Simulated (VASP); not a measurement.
These are rev-vdW-DF2, VASP's PBE PAW potentials (set 64) (plane waves; VASP) values and carry that method's errors.

Input for VASP

**KPOINTS**
```
Automatic mesh
0
Gamma
  9 9 3
```

**POSCAR**
```
La
1.0
  1.8562287017  -3.2150826383   0.0000000000
  1.8562287017   3.2150826383   0.0000000000
  0.0000000000   0.0000000000  11.8785367413
La
4
Cart
  0.0000000000   0.0000000000   5.9392683706
  0.0000000000   0.0000000000   0.0000000000
  1.8562287017   1.0716963562   2.9696341853
  1.8562287017  -1.0716963562   8.9089025560
```

### INCAR
```
AGGAC = 0.0
ALGO = Normal
EDIFF = 1E-6
EDIFFG = -0.02
ENCUT = 520
GGA = MK
IBRION = 2
ISIF = 3
ISMEAR = 1
LASPH = T
LCHARG = F
LMAXMIX = 6
LREAL = F
LUSE_VDW = T
LWAVE = F
NELM = 100
NSW = 60
PARAM1 = 0.1234568
PARAM2 = 0.7114
PREC = Accurate
SIGMA = 0.1
SYSTEM = La
ZAB_VDW = -1.8867
```

POTCAR, in this order: La (PBE.64 set). Program: vasp_std.

What VASP printed:

File OSZICAR:
```
       N       E                     dE             d eps       ncg     rms          rms(c)
DAV:   1     0.580903980401E+03    0.58090E+03   -0.14860E+04  1248   0.232E+03
DAV:   2     0.128466188880E+03   -0.45244E+03   -0.44662E+03  1912   0.453E+02
DAV:   3     0.582882911126E+01   -0.12264E+03   -0.12154E+03  2304   0.280E+02
DAV:   4    -0.936289937941E+01   -0.15192E+02   -0.14952E+02  2304   0.100E+02
DAV:   5    -0.114407964260E+02   -0.20779E+01   -0.20328E+01  2440   0.336E+01    0.533E+00
DAV:   6    -0.117028593641E+02   -0.26206E+00   -0.26452E+00  2408   0.119E+01    0.281E+00
DAV:   7    -0.117585525195E+02   -0.55693E-01   -0.41671E-01  2328   0.471E+00    0.680E-01
DAV:   8    -0.117680693622E+02   -0.95168E-02   -0.56646E-02  2448   0.155E+00    0.237E-01
DAV:   9    -0.117695525102E+02   -0.14831E-02   -0.11247E-02  2304   0.609E-01    0.359E-02
DAV:  10    -0.117697505891E+02   -0.19808E-03   -0.26869E-03  2400   0.260E-01    0.347E-02
DAV:  11    -0.117697855354E+02   -0.34946E-04   -0.57334E-04  2336   0.965E-02    0.138E-02
DAV:  12    -0.117697978834E+02   -0.12348E-04   -0.12222E-04  1656   0.339E-02    0.707E-03
DAV:  13    -0.117698003938E+02   -0.25104E-05   -0.30464E-05  1304   0.205E-02    0.111E-03
DAV:  14    -0.117698012234E+02   -0.82969E-06   -0.78511E-06  1248   0.166E-02
   1 F= -.11769801E+02 E0= -.11769235E+02  d E =-.117698E+02
```

### OUTCAR
```
------------------------ aborting loop because EDIFF is reached ----------------------------------------
  FORCE on cell =-STRESS in cart. coord.  units (eV):
  Direction    XX          YY          ZZ          XY          YZ          ZX
  --------------------------------------------------------------------------------------
  Total        0.0141120      0.0141120     -0.0540379      0.0000000      0.0000000     -0.0000000
  in kB        0.1594716      0.1594716     -0.6106498      0.0000000      0.0000000     -0.0000000
  external PRESSURE =      -0.0972355 kB  Pullay stress =       0.0000000 kB
  volume of cell :      141.78
      direct lattice vectors                 reciprocal lattice vectors
     1.856228702 -3.215082638  0.000000000     0.269363360 -0.155516998  0.000000000
     1.856228702  3.215082638  0.000000000     0.269363360  0.155516998  0.000000000
     0.000000000  0.000000000 11.878536741     0.000000000  0.000000000  0.084185453
 POSITION                                       TOTAL-FORCE (eV/Angst)
 -----------------------------------------------------------------------------------
      0.00000      0.00000      5.93927         0.000000      0.000000      0.000000
      0.00000      0.00000      0.00000        -0.000000      0.000000      0.000000
      1.85623      1.07170      2.96963         0.000000      0.000000      0.000000
      1.85623     -1.07170      8.90890         0.000000     -0.000000     -0.000000
 -----------------------------------------------------------------------------------
    total drift:                                0.000000      0.000000      0.000000
  FREE ENERGIE OF THE ION-ELECTRON SYSTEM (eV)
  ---------------------------------------------------
  free  energy   TOTEN  =       -11.7698012234 eV

  energy  without entropy=      -11.7681025943  energy(sigma->0) =      -11.76923501

 reached required accuracy - stopping structural energy minimisation
```
(Selected blocks of OUTCAR.)

The compound is La in the dhcp structure. It was relaxed first, which changed the volume by -5 %. The start is the result of an earlier pass.
